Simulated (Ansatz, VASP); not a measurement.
# Cross-check of Ti (Titanium) between VASP and Ansatz, part 2 of 2

Wanted: the spread between two codes on one cell, functional and k mesh. The cell is taken from a series of runs on this material, whose earlier steps may have relaxed, scaled, displaced or heated it; both programs get it as it stands.

VASP 6.6.1 and Ansatz 0.2.0.

So far: Set-up; VASP: zone-centre phonons, PBEsol.

**3. Ansatz: zone-centre phonons, PBEsol**

Level of this step: Ansatz beside VASP: Kohn-Sham DFT, plane waves, PBEsol (Ansatz).

Ansatz runs on its PAW soft_1 files.

The same cell, functional, mesh and smearing now go to Ansatz, which takes its cutoff from its data sets.

input.yaml

```yaml
crystal:
  lattice:
    - [2.8182376975, 0.0, 0.0]
    - [-1.4091188487, 2.4406654399, 0.0]
    - [0.0, 0.0, 4.4715124009]
  atoms:
    - { symbol: Ti, position: [0.3333333333, 0.6666666667, 0.25] }
    - { symbol: Ti, position: [0.6666666667, 0.3333333333, 0.75] }
kpoints:
  mp_grid: { grid: [18, 18, 12] }
hamiltonian:
  xc: pbesol
  pseudopotentials: { kind: paw, azcp: { folder: soft_1 }, xc_functional: pbe }
scf:
  occupations: { method: methfessel_paxton, width: 0.2 }
output:
  eigenvalues: true
phonons:
  method: dfpt
```

Command:

```console
$ ansatz run input.yaml --threads 4 --pin off --max-ram 10240MiB --backend cpu --events-out ev --progress --plain --runs-dir out
```

Numbers of over 12 decimals in the logs are rounded to 6 here.

Output:

```text
zone centre: on kpoints.mp_grid the ground state, and the responses unless they are solved on pairs of k-points, stand on 637 of the mesh's 3888 k-points, reduced under 4 symmetry operations, with k and −k counted as one. Each operation leaves every solved displacement unchanged or reverses it
Engine: ansatz 0.2.0, x86_64-unknown-linux-gnu
Pseudopotentials: kind: paw
Pseudopotential: Ti, paw, valence charge 12, recommended cutoff 420 eV (normal), soft_1/Ti.paw.azcp
Functional definition: PBEsol
  exchange = pbesol_x
  correlation = pbesol_c
Crystal: 2 atoms, lattice volume = 30.757 Å³
Basis set: ecut = 420 eV, 603 PW (Γ), exchange–correlation on 40×40×60 points (8 copies of the dense FFT grid, shifted against one another)
Bands: 16, of which v1, the nominal top of the filled ones, is band 12 counted from 1 (11 counted from 0)
Symmetry: 24 space group operations
k-points: 637 of 3888 (irreducible under 4 space group operations, time reversal used)
Non-local potential: Ti, projectors of the file, l = 0: 3, l = 1: 2, l = 2: 3, l = 3: 1
PAW form: soft (Blöchl's): semilocal exchange-correlation on the pseudo side does not see the compensation charge
PAW frozen core: Ti, regenerated for the run's functional, and the local potential with it (the file was generated under x = pbe(κ = 0.804, μ = 0.219515), c = pbe(β = 0.066725))
PAW one-centre angular grid: Ti, 590 points (default); XC on 64 Gauss nodes
Initial density: superposition of atomic densities (chi_scale 0.1, normalization cell)
Initial wavefunctions: pseudopotential atomic-orbital guess
Functional: x = pbesol(κ = 0.804, μ = 0.123457), c = pbesol(β = 0.046)
SCF iter   1: F=—  HF=-4948.137803 eV  |F-HF|=—  |Δ(HF+E_count)|=         —  Δρ=6.41e-2  dr2=1.24e0  ethr=3.10e-3  ⟨swp⟩=4.3  Hψ=90504  notcnv=0
automatic band count: the SCF goes on with 20 bands, as 16 were too few: they end inside the smearing window of the response
preconditioner: auto → none  [metal: Δε(μ)=0.013 eV  Ē_g=5.067 eV  σ=0.200 eV  W_gap=0.05  n_scr=8 (ndim 8)  ℏωp=18.9 eV  f_vac=0.000  D(μ)=1.46/eV (n_scr^D=22)  sad-step TF]
SCF iter   2: F=—  HF=-4947.847394 eV  |F-HF|=—  |Δ(HF+E_count)|=   2.90e-1  S|Δr|=    0.00e0  Δρ=3.65e-2  dr2=4.20e-1  ethr=3.10e-3  ⟨swp⟩=2.0  Hψ=21453  notcnv=0  defer=917
SCF iter   3: F=—  HF=-4947.708240 eV  |F-HF|=—  |Δ(HF+E_count)|=   1.39e-1  S|Δr|=    0.00e0  Δρ=1.51e-3  dr2=3.47e-4  ethr=1.75e-3  ⟨swp⟩=3.0  Hψ=23088  notcnv=0  defer=917
SCF iter   4: F=—  HF=-4947.708237 eV  |F-HF|=—  |Δ(HF+E_count)|=   2.87e-6  S|Δr|=    0.00e0  Δρ=1.07e-4  dr2=2.56e-6  ethr=1.45e-6  ⟨swp⟩=2.9  Hψ=22533  notcnv=0  defer=885
SCF iter   5: F=—  HF=-4947.708241 eV  |F-HF|=—  |Δ(HF+E_count)|=   3.95e-6  S|Δr|=    0.00e0  Δρ=5.35e-5  dr2=6.23e-7  ethr=1.07e-8  ⟨swp⟩=2.0  Hψ=20316  notcnv=0  defer=885
SCF iter   6: F=—  HF=-4947.708241 eV  |F-HF|=—  |Δ(HF+E_count)|=   1.39e-7  S|Δr|=    0.00e0  Δρ=9.07e-6  dr2=1.40e-8  ethr=2.60e-9  ⟨swp⟩=2.9  Hψ=19261  notcnv=0  defer=885
SCF iter   7: F=—  HF=-4947.708241 eV  |F-HF|=—  |Δ(HF+E_count)|=   6.08e-9  S|Δr|=    0.00e0  Δρ=7.77e-7  dr2=1.14e-10  ethr=5.81e-11  ⟨swp⟩=3.0  Hψ=20046  notcnv=0  defer=885
SCF iter   8: F=-4947.708241 eV  HF=-4947.708241 eV  |F-HF|=1.82e-12  |Δ(HF+E_count)|=  5.73e-11  S|Δr|=    0.00e0  Δρ=3.97e-8  dr2=2.71e-13  ethr=1.00e-12  ⟨swp⟩=8.7  Hψ=50290  notcnv=0
SCF 1 converged in 8 iterations: F = -4947.708241 eV  dr2 = 2.71e-13
  greatest PAW one-centre occupation: 0.999 electrons in one spin orbital (limit 2), on the Ti atom at site 1 (counted from 0), in its partial waves of l = 0
DFPT response loops at Γ: preconditioner auto → Kerker (q_TF=auto, 2.618 Å⁻¹) (partly filled bands, converged f_vac=0.000); β = 1.00, the filter's whole step (`scf.mixing.beta` (0.50) is not read by the response loops under this deck's `scf.mixing.preconditioner`; to damp them name `kerker` or `kerker_dos`, under which they read `scf.mixing.beta`, and type it under 1.00, their step now; both keys bind the ground state too); Broyden in place of MSR1
SCF converged after 8 iterations
Stability not checked: this state was not tested for a lower state beside it, because cold or Methfessel-Paxton smearing, or corrected tetrahedra, fill the levels in a way that the test cannot read (fill_not_monotonic; see scf.lower_state_search)
Free energy (F): -4947.708241 eV
Harris-Foulkes:  -4947.708241 eV  (|F-HF|=1.82e-12)
Internal energy: -4947.711704 eV  (E = F + TS)
E sigma→0 (E₀):  -4947.709107 eV
Entropy (-TS):   0.003463 eV (1.732 meV/atom)
Fermi energy:    15.180790 eV
--- Per-component energies (eV) ---
  E_band       = -266.854072
  E_kinetic    = 568.687182
  E_local      = -1612.266082  (includes V_loc(G=0)·N_el)
  E_nonlocal   = 124.807511
  E_hartree    = 647.064829
  E_xc         = -232.502090
  E_vxc        = -292.647972  (∫ρ·V_xc dr)
  E_paw        = -2035.843044  (= ΣΔE_a)
  E_vpaw       = -349.564245  (= ΣTr[D̂ρ^β])
  E_aug_tail   = -0.000147  (compensation charges beyond the density's cutoff)
  E_ewald      = -2407.938632
  E_core_change = 0.278769  (= ΣΔE_core)
  E_smearing   = 0.003463  (= −TS)
  E_closure    = -0.000000  (closes the sum)
  Σ components = -4947.708241   (vs F -4947.708241, Δ=0.00e0)
--- Band table (eV; the first three rows and the last of 637) ---
  k-point 0: bands = [... 8 lower, 8.7446, 12.1643, 16.0020, 16.0020, 16.1392, 16.3064, 16.6001, 16.6001, ... 4 higher]
  k-point 1: bands = [... 8 lower, 8.8105, 12.1500, 15.9662, 15.9662, 16.1006, 16.1804, 16.5608, 16.5608, ... 4 higher]
  k-point 2: bands = [... 8 lower, 9.0048, 12.0921, 15.8676, 15.8922, 15.8922, 15.9895, 16.4544, 16.4544, ... 4 higher]
  k-point 636: bands = [... 8 lower, 12.9439, 12.9439, 14.5424, 14.5424, 15.0886, 15.0886, 16.9303, 16.9303, ... 4 higher]
--- Phonons (Γ-DFPT): 2 representative perturbations + reference, on 637 of 3888 k-points (Σ response iterations 6) ---
  k mesh reduced under 4 symmetry operations, with k and −k counted as one. Each operation leaves every solved displacement unchanged or reverses it
  ASR residual: 2.375e-5 → 0.000e0 eV/Å²; symmetrization residual: 4.452e-10 eV/Å²
  ASR residual per site (eV/Å²): 2.37e-5 2.37e-5
  Γ frequencies (cm⁻¹): 0.00 0.00 0.00 117.49 117.49 243.01
  non-analytic LO–TO correction: not included (Born effective charges unavailable; polar crystals: no LO–TO splitting at Γ)
```

Reading the cycles: dr2 is the Hartree energy of the density residual (eV), the measure of convergence; HF is the Harris–Foulkes estimate of the energy, which meets the free energy F at convergence.

**4. Side by side**

Known differences besides the potentials themselves: the cutoff is 420 eV in Ansatz and 500 eV in VASP; Ansatz makes its cores anew for this functional, VASP keeps those of its PBE data sets. Total energies have different zeros and are not compared.

The two programs side by side:

| quantity | Ansatz | VASP | difference |
| --- | --- | --- | --- |
| optical mode 1 to 2 (cm⁻¹) | 117.5 | 118.4 | -0.77 % |
| optical mode 3 (cm⁻¹) | 243.0 | 246.8 | -1.55 % |

Modes are paired by rising frequency, not by their patterns, so a pair may set unlike modes beside each other; they are those without the splitting of longitudinal modes.

**5. Summary of results**

- r.m.s. difference of the optical zone-centre modes, each program's sorted by frequency (zone-centre phonons, PBEsol): 2.3 cm⁻¹
- difference in optical mode 3 (zone-centre phonons, PBEsol): -1.6 %

What this shows: The r.m.s. difference of the optical zone-centre modes, each program's sorted by frequency is 2.3 cm⁻¹ (zone-centre phonons, PBEsol). Among the rows given in per cent, the largest difference of the zone-centre phonons, PBEsol pair is in optical mode 3, -1.6 %. Such differences can come from data sets, numerical settings and the points named under the comparisons, not from the functional's error against experiment.

[Lines on the potential files, build, host, timing and source positions are cut from VASP's logs without a mark.]

[Logs are printed without paths, hosts, clocks, repeated set-up lines and the standing remarks that a program may print on its own settings, such as how far it seeks lower states.]

[Hosts, paths, dates, database ids (printed as entryN), source tags and the programs' standing remarks are cut or masked in the printed files.]
